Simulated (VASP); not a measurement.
Computed with PBE GGA, VASP's PBE PAW potentials (set 64) (plane waves; VASP).

VASP input:

**INCAR**
```
# general
SYSTEM =Bi2Te3
PREC   =Accurate
ENCUT  =520   # plane-wave cut-off (eV)
LREAL  =.FALSE.   # projection in real space or not
LASPH  =.TRUE.   # aspherical one-centre terms

# electronic loop
EDIFF  =1E-7
NELM   =100
ALGO   =Normal   # blocked Davidson
LMAXMIX=4

# smearing
ISMEAR =-5

# functional
GGA    =PE

# ions
ISIF   =2

# output
LWAVE  =.FALSE.
LCHARG =.TRUE.
LORBIT =11   # lm-projected
NEDOS  =601

# other
LEFG   =.TRUE.
```

### POSCAR
```
Bi2Te3
1
   10.7076677762    -2.2228338322     0.0388694409
   10.7076677762     2.2228338322     0.0388694409
   10.2323538061     0.0000000000     3.8594782739
Bi Te
2 3
Direct
  0.3975157161   0.3975157161   0.3975157161
  0.6024842839   0.6024842839   0.6024842839
  1.0000000000   1.0000000000   0.0000000000
  0.2149571146   0.2149571146   0.2149571146
  0.7850428854   0.7850428854   0.7850428854
```

File KPOINTS:
```
Automatic mesh
0
Gamma
7 7 7
0 0 0
```

POTCAR, in this order: Bi_d Te (PBE.64 set). Program: vasp_std.

Output of the run:

**OSZICAR**
```
       N       E                     dE             d eps       ncg     rms          rms(c)
DAV:   1     0.434721564707E+03    0.43472E+03   -0.21835E+04  2464   0.163E+03
DAV:   2     0.303760812039E+02   -0.40435E+03   -0.39428E+03  2620   0.402E+02
DAV:   3    -0.165127734387E+02   -0.46889E+02   -0.44948E+02  3152   0.149E+02
DAV:   4    -0.186166257522E+02   -0.21039E+01   -0.20783E+01  2820   0.319E+01
DAV:   5    -0.187270373876E+02   -0.11041E+00   -0.11017E+00  3592   0.748E+00    0.650E+00
DAV:   6    -0.183840111027E+02    0.34303E+00   -0.85320E-01  2760   0.568E+00    0.518E+00
DAV:   7    -0.183946229598E+02   -0.10612E-01   -0.29396E-01  3192   0.235E+00    0.168E+00
DAV:   8    -0.183993595876E+02   -0.47366E-02   -0.30676E-02  2828   0.105E+00    0.683E-01
DAV:   9    -0.183994205795E+02   -0.60992E-04   -0.31698E-03  3096   0.435E-01    0.289E-01
DAV:  10    -0.183997344531E+02   -0.31387E-03   -0.17865E-03  3036   0.192E-01    0.681E-02
DAV:  11    -0.183997782374E+02   -0.43784E-04   -0.14365E-04  2796   0.677E-02    0.496E-02
DAV:  12    -0.183997828316E+02   -0.45942E-05   -0.38334E-05  2836   0.302E-02    0.163E-02
DAV:  13    -0.183997854678E+02   -0.26362E-05   -0.69416E-06  2756   0.166E-02    0.490E-03
DAV:  14    -0.183997856509E+02   -0.18304E-06   -0.67751E-07  2428   0.452E-03    0.222E-03
DAV:  15    -0.183997855384E+02    0.11250E-06   -0.17477E-07  2036   0.212E-03    0.471E-04
DAV:  16    -0.183997855343E+02    0.41036E-08   -0.24433E-08  1684   0.108E-03
   1 F= -.18399786E+02 E0= -.18399786E+02  d E =0.000000E+00
```

### OUTCAR
```
------------------------ aborting loop because EDIFF is reached ----------------------------------------
  FORCE on cell =-STRESS in cart. coord.  units (eV):
  Direction    XX          YY          ZZ          XY          YZ          ZX
  --------------------------------------------------------------------------------------
  Total       -0.0087338      0.0136292      0.0132831      0.0000000      0.0000000     -0.0027821
  in kB       -0.0769048      0.1200110      0.1169633      0.0000000      0.0000000     -0.0244979
  external PRESSURE =       0.0533565 kB  Pullay stress =       0.0000000 kB
  volume of cell :      181.95
      direct lattice vectors                 reciprocal lattice vectors
    10.707667776 -2.222833832  0.038869441     0.047149279 -0.224938092 -0.125003451
    10.707667776  2.222833832  0.038869441     0.047149279  0.224938092 -0.125003451
    10.232353806  0.000000000  3.859478274    -0.000949696  0.000000000  0.261620239
 POSITION                                       TOTAL-FORCE (eV/Angst)
 -----------------------------------------------------------------------------------
     12.58045      0.00000      1.56511         0.041893      0.000000      0.005212
     19.06724      0.00000      2.37211        -0.041893      0.000000     -0.005212
      0.00000      0.00000      0.00000        -0.000000      0.000000     -0.000000
      6.80290      0.00000      0.84633         0.020734      0.000000      0.002580
     24.84479      0.00000      3.09088        -0.020734      0.000000     -0.002580
 -----------------------------------------------------------------------------------
    total drift:                                0.000000     -0.000000      0.000000
  FREE ENERGIE OF THE ION-ELECTRON SYSTEM (eV)
  ---------------------------------------------------
  free  energy   TOTEN  =       -18.3997855343 eV

  energy  without entropy=      -18.3997855343  energy(sigma->0) =      -18.39978553

 total charge

# of ion       s       p       d       tot
------------------------------------------
    1        1.602   1.106   9.943  12.651
    2        1.602   1.106   9.943  12.651
    3        1.382   1.971   0.020   3.373
    4        1.400   1.915   0.019   3.334
    5        1.400   1.915   0.019   3.334
--------------------------------------------------
tot          7.387   8.012  19.943  35.342

 Electric field gradients after diagonalization (V/A^2)
 (convention: |V_zz| > |V_xx| > |V_yy|)
----------------------------------------------------------------------
 ion       V_xx      V_yy      V_zz     asymmetry (V_yy - V_xx)/ V_zz
----------------------------------------------------------------------
   1      -8.762    -8.758    17.520       0.000
   2      -8.762    -8.758    17.520       0.000
   3     -44.833   -44.832    89.665       0.000
   4      13.353    13.352   -26.704       0.000
   5      13.353    13.352   -26.704       0.000
```
(Selected blocks of OUTCAR.)

Without a dispersion term in the relaxation, distances and binding between the weakly bound layers, chains or molecules are unreliable, and so is what depends on them.

The compound is Bi2Te3 in the tetradymite structure. It was relaxed first, which changed the volume by +8 %.
